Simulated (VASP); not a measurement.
Given:

```
V
1.0
    2.48926     0.00000     0.00000
    0.00000     2.48926     0.00000
    0.00000     0.00000     2.48926
V
1
Cartesian
  0.00000   0.00000   0.00000
```
Starting moments (μB, in the order of the record's atoms V): 2.0.

Calculation: PBEsol GGA, VASP's PBE PAW potentials (set 64) (plane waves; VASP). Run with 400 eV cut-off, 13×13×13 Γ-centred mesh, first-order Methfessel-Paxton smearing of 0.10 eV, potentials V_sv.

Energy and stress use the plane-wave basis of the starting cell.

The ions, cell shape and volume are relaxed. What does this cell relax into?

```
V
1.0
    2.40455     0.00000     0.00000
    0.00000     2.40455     0.00000
    0.00000     0.00000     2.40455
V
1
Cartesian
  0.00000   0.00000   0.00000
```
Space group Pm-3m (221), at a tolerance of 0.03 Å. The cell ends with 0.00 μB, on the sites 0.00 μB.

How do energy and volume change from the first to the last step?

The energy (σ→0) changes by -70.5 meV/atom and the volume by -9.9 %, in 4 ionic steps.

```tsv
step	E(σ→0) (eV)	max force (eV/Å)	pressure (GPa)	volume (Å³)
1	-8.7106	0.000	-13.83	15.42
2	-8.7119	0.000	18.87	12.64
3	-8.7811	0.000	-0.35	13.93
4	-8.7811	0.000	0.03	13.90
```

The structure was generated: V was put into the simple-cubic type (Pm-3m), which need not be its known phase. This run relaxes it. Symmetry was kept, so distortions that lower it aren't found.
